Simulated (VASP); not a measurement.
Calculation: PBE GGA, VASP's PBE PAW potentials (set 64) (plane waves; VASP).

A VASP calculation is set up with these files.

**KPOINTS**
```
Automatic mesh
0
Gamma
7 7 7
0 0 0
```

File POSCAR:
```
CdSe
1.0
  0.0000000000   3.0250000000   3.0250000000
  3.0250000000   0.0000000000   3.0250000000
  3.0250000000   3.0250000000   0.0000000000
Cd Se
1 1
Cartesian
  0.0000000000   0.0000000000   0.0000000000
  1.5125000000   1.5125000000   1.5125000000
```

**INCAR**
```
SYSTEM = CdSe
PREC = Accurate
ENCUT = 400
EDIFF = 1E-6
NELM = 100
ALGO = Normal
LREAL = .FALSE.
LASPH = .TRUE.
ISMEAR = 0
SIGMA = 0.05
GGA = PE
LMAXMIX = 4
LWAVE = .FALSE.
LCHARG = .FALSE.
ISIF = 2
AMIX = 1.0
BMIX = 3.0
IMIX = 1
```

POTCAR, in this order: Cd Se (PBE.64 set). Program: vasp_std.

**Question.** What does the run give for the energy per atom (σ→0), pressure, band gap (on the k-mesh)?

**Answer.** 
```yaml
energy per atom (σ→0): -2.721 eV/atom
band gap (on the k-mesh): 0.64 eV
pressure: 3.74 GPa
```

File OSZICAR:
```
...
DAV:  16    -0.544240018758E+01   -0.26703E-04   -0.73604E-06   540   0.160E-02    0.844E-03
DAV:  17    -0.544241492340E+01   -0.14736E-04   -0.41216E-06   535   0.119E-02    0.622E-03
DAV:  18    -0.544242285326E+01   -0.79299E-05   -0.21827E-06   524   0.830E-03    0.446E-03
DAV:  19    -0.544242717707E+01   -0.43238E-05   -0.11966E-06   503   0.621E-03    0.328E-03
DAV:  20    -0.544242948047E+01   -0.23034E-05   -0.63453E-07   438   0.446E-03    0.238E-03
DAV:  21    -0.544243072664E+01   -0.12462E-05   -0.35548E-07   375   0.342E-03    0.175E-03
DAV:  22    -0.544243138819E+01   -0.66155E-06   -0.18929E-07   370   0.249E-03
   1 F= -.54424314E+01 E0= -.54424314E+01  d E =-.144982E-14
```

The compound is CdSe in the zinc blende structure, whereas wurtzite is the usual form. The cell was not relaxed at this level. The run is one of a series of settings (AMIX = 1.0, BMIX = 3.0, IMIX = 1 against the base run), some of them coarse on purpose.
